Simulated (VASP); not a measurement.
Output of a VASP run:

File OSZICAR:
```
       N       E                     dE             d eps       ncg     rms          rms(c)
DAV:   1     0.158028893618E+03    0.15803E+03   -0.14866E+04  1726   0.404E+03
DAV:   2     0.109897464330E+02   -0.14704E+03   -0.14439E+03  1708   0.518E+02
DAV:   3    -0.849343186827E+01   -0.19483E+02   -0.19343E+02  1820   0.143E+02
DAV:   4    -0.909359217672E+01   -0.60016E+00   -0.59802E+00  1932   0.292E+01
DAV:   5    -0.910399516122E+01   -0.10403E-01   -0.10401E-01  1880   0.394E+00    0.312E+00
DAV:   6    -0.905194112750E+01    0.52054E-01   -0.22292E-02  1826   0.166E+00    0.187E+00
DAV:   7    -0.902102587580E+01    0.30915E-01   -0.55416E-02  1776   0.235E+00    0.157E-01
DAV:   8    -0.902277576651E+01   -0.17499E-02   -0.68667E-03  1946   0.127E+00    0.581E-02
DAV:   9    -0.902278167962E+01   -0.59131E-05   -0.25366E-04  2186   0.313E-01    0.188E-02
DAV:  10    -0.902281119463E+01   -0.29515E-04   -0.10492E-04  1840   0.157E-01    0.602E-03
DAV:  11    -0.902281257070E+01   -0.13761E-05   -0.11083E-05  2136   0.639E-02    0.187E-03
DAV:  12    -0.902281278118E+01   -0.21048E-06   -0.63482E-07  1804   0.115E-02    0.199E-04
DAV:  13    -0.902281272968E+01    0.51497E-07   -0.29882E-08  1076   0.264E-03
   1 F= -.84459446E+01 E0= -.84459586E+01  d E =-.844594E+01
```

**OUTCAR**
```
------------------------ aborting loop because EDIFF is reached ----------------------------------------
  FORCE on cell =-STRESS in cart. coord.  units (eV):
  Direction    XX          YY          ZZ          XY          YZ          ZX
  --------------------------------------------------------------------------------------
  Total        0.5743946      0.5743946      0.5743946      0.0000000      0.0000000      0.0000000
  in kB       19.9142448     19.9142448     19.9142448      0.0000000      0.0000000      0.0000000
  external PRESSURE =      -0.0857552 kB  Pullay stress =      20.0000000 kB
  volume of cell :       46.21
      direct lattice vectors                 reciprocal lattice vectors
     0.000000000  2.848234227  2.848234227    -0.175547360  0.175547360  0.175547360
     2.848234227  0.000000000  2.848234227     0.175547360 -0.175547360  0.175547360
     2.848234227  2.848234227  0.000000000     0.175547360  0.175547360 -0.175547360
 POSITION                                       TOTAL-FORCE (eV/Angst)
 -----------------------------------------------------------------------------------
      0.00000      0.00000      0.00000         0.000000      0.000000      0.000000
      1.42412      1.42412      1.42412        -0.000000     -0.000000     -0.000000
 -----------------------------------------------------------------------------------
    total drift:                                0.000000     -0.000000      0.000000
  FREE ENERGIE OF THE ION-ELECTRON SYSTEM (eV)
  ---------------------------------------------------
  free  energy   TOTEN  =        -9.0228127297 eV

  energy  without entropy=       -9.0228545224  energy(sigma->0) =       -9.02282666
  enthalpy is  TOTEN    =        -8.4459446456 eV   P V=        0.5768680841

 reached required accuracy - stopping structural energy minimisation
```
(Selected blocks of OUTCAR.)

File POSCAR:
```
Ge
1
    0.0000000000     2.8482342266     2.8482342266
    2.8482342266    -0.0000000000     2.8482342266
    2.8482342266     2.8482342266    -0.0000000000
Ge
2
Direct
  0.0000000000   0.0000000000   0.0000000000
  0.2500000000   0.2500000000   0.2500000000
```

Reconstruct the remaining input files.

Several could match; the one computed here: the input of the run itself, PBE GGA, plane waves, VASP's PBE PAW potentials (set 64).

**INCAR**
```
SYSTEM = Ge
PREC = Accurate
ENCUT = 480
EDIFF = 1E-7
NELM = 100
ALGO = Normal
LREAL = .FALSE.
LASPH = .TRUE.
ISMEAR = 1
SIGMA = 0.1
GGA = PE
LMAXMIX = 4
LWAVE = .FALSE.
LCHARG = .FALSE.
ISIF = 3
IBRION = 2
NSW = 40
EDIFFG = -0.01
PSTRESS = 20
```

KPOINTS:
```
Automatic mesh
0
Gamma
10 10 10
0 0 0
```

POTCAR, in this order: Ge_d (PBE.64 set). Program: vasp_std.

The compound is Ge in the diamond structure. It was relaxed first under an external pressure of 2 GPa.
